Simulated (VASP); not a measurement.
## Cu2B: single point with PBE

The system is Cu2B.

```
CELL_PARAMETERS angstrom
0.00000 3.28347 3.28347
3.28347 0.00000 3.28347
3.28347 3.28347 0.00000
ATOMIC_POSITIONS crystal
Cu 0.12500 0.12500 0.12500
Cu 0.62500 0.12500 0.12500
Cu 0.12500 0.12500 0.62500
Cu 0.12500 0.62500 0.12500
B 0.50000 0.50000 0.50000
B 0.75000 0.75000 0.75000
```

The cell was built by a generator and needn't be a form met in nature.

- Program: VASP 6.6.1
- Task: single point
- Functional: PBE
- Potentials or basis: VASP PAW PBE potentials, release 64 (Cu, B)
- Cutoff: 520 eV
- k mesh: 7 × 7 × 7
- Occupations: fermi-dirac, width 0.05 eV
- Spin: no spin polarisation
- Further INCAR settings: ALGO = Normal; EDIFF = 1e-07; NBANDS = 34

- Pressure: 0.4 GPa
- Band gap on the k mesh: none (metal or under the smearing width)

Levels at points of the mesh, in eV from the Fermi level:
```
           k point  band 21  band 22  band 23  band 24  band 25  band 26  band 27  band 28  band 29  band 30
(0.00, 0.00, 0.00)    -1.15    -1.15    -0.74    -0.74    -0.74     1.14     1.21     1.21     1.21     1.29
```

It took 33 s on 1 thread of Intel(R) Xeon(R) 6975P-C (Granite Rapids) (shared host), peak memory 0.21 GiB.
